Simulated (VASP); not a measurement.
Level of theory: PBE GGA, VASP's PBE PAW potentials (set 64) (plane waves; VASP 6.6.1).

A VASP calculation is set up with these files.

### INCAR
```
LASPH = .TRUE.   ! aspherical one-centre terms
LMAXMIX = 6   ! l cut-off of mixed one-centre charges
GGA = PE   ! PBE
SYSTEM = Hf
ISMEAR = 1   ! Methfessel-Paxton
LREAL = .FALSE.
ALGO = Normal   ! blocked Davidson
SIGMA = 0.1   ! width (eV)
LWAVE = .FALSE.
LCHARG = .FALSE.
NELM = 100
ISIF = 2   ! forces and stress, cell fixed
PREC = Accurate
EDIFF = 1E-6   ! SCF stop (eV)
ENCUT = 500   ! plane-wave cut-off (eV)
```

File POSCAR:
```
Hf
1
    1.5555070000    -2.8299640000     0.0000000000
    1.5555070000     2.8299640000     0.0000000000
    0.0000000000     0.0000000000     5.0645630000
Hf
2
Direct
  0.3333330000   0.6666670000   0.2500000000
  0.6859900000   0.3526560000   0.7500000000
```

**KPOINTS**
```
kpoints
0
G
  12 12 7
0 0 0
```

POTCAR, in this order: Hf_pv (PBE.64 set). Program: vasp_std.

Unless said otherwise, spin-orbit coupling is left out, though it shifts the bands of the heavy elements here.

Task: Predict the energy per atom (σ→0), largest force, band gap (on the k-mesh).

Result: 
```json
{
 "energy per atom (σ→0)": "-9.910 eV/atom",
 "band gap (on the k-mesh)": "none (metal, semimetal or under 0.01 eV)",
 "largest_force": "0.184 eV/Å"
}
```

File OSZICAR:
```
...
DAV:   6    -0.200107703592E+02    0.51896E+00   -0.50059E-01  8894   0.547E+00    0.386E+01
DAV:   7    -0.198300584738E+02    0.18071E+00   -0.83350E-01  8988   0.676E+00    0.196E+00
DAV:   8    -0.198204612006E+02    0.95973E-02   -0.55360E-02  9320   0.180E+00    0.269E-01
DAV:   9    -0.198205588417E+02   -0.97641E-04   -0.11490E-03 11636   0.273E-01    0.211E-01
DAV:  10    -0.198205473183E+02    0.11523E-04   -0.57980E-05  9538   0.615E-02    0.274E-01
DAV:  11    -0.198205497494E+02   -0.24312E-05   -0.79020E-06 10826   0.236E-02    0.142E-02
DAV:  12    -0.198205500580E+02   -0.30857E-06   -0.51725E-07  6592   0.600E-03
   1 F= -.19820550E+02 E0= -.19820743E+02  d E =0.577513E-03
```

The compound is Hf in the hcp structure. The cell was not relaxed at this level, atoms are displaced from their ideal sites. The run is one of a series of settings (ENCUT = 500 against the base run), some of them coarse on purpose.
